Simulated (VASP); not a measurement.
Method: PBE GGA, VASP's PBE PAW potentials (set 64) (plane waves; VASP 6.6.1).

VASP input:

INCAR:
```
SYSTEM=ZrH2
PREC=Accurate; ENCUT=300; LREAL=.FALSE.
LASPH=.TRUE.
EDIFF=1E-6; NELM=100; ALGO=Normal
LMAXMIX=4
ISMEAR=-1; SIGMA=0.1
GGA=PE
ISIF=2
LWAVE=.FALSE.; LCHARG=.FALSE.
```

**POSCAR**
```
ZrH2
1.0
  3.0448080000   0.0000000000   0.0000000000
 -1.5224030000   2.6368810000   0.0000000000
  0.0000000000   0.0000000000  16.8770960000
Zr H
1 2
Cart
  1.5224058557   0.8789594544   8.4385480000
 -0.0000008557   1.7579215456   6.9999949682
 -0.0000008557   1.7579215456   9.8771010318
```

**KPOINTS**
```
kpoints
0
Gamma
  12 12 1
0 0 0
```

POTCAR, in this order: Zr_sv H (PBE.64 set). Program: vasp_std.

### Question
What will the output report for the number of irreducible k-points (NKPTS), largest plane-wave count, number of space-group operations, FFT grid (NGX, NGY, NGZ)?

### Answer

| Item | Value |
|---|---|
| number of irreducible k-points (NKPTS) | 19 |
| largest plane-wave count | 1631 |
| number of space-group operations | 12 |
| FFT grid (NGX, NGY, NGZ) | 18 × 18 × 96 |

The cell is a sheet with vacuum, built from a generated structure.
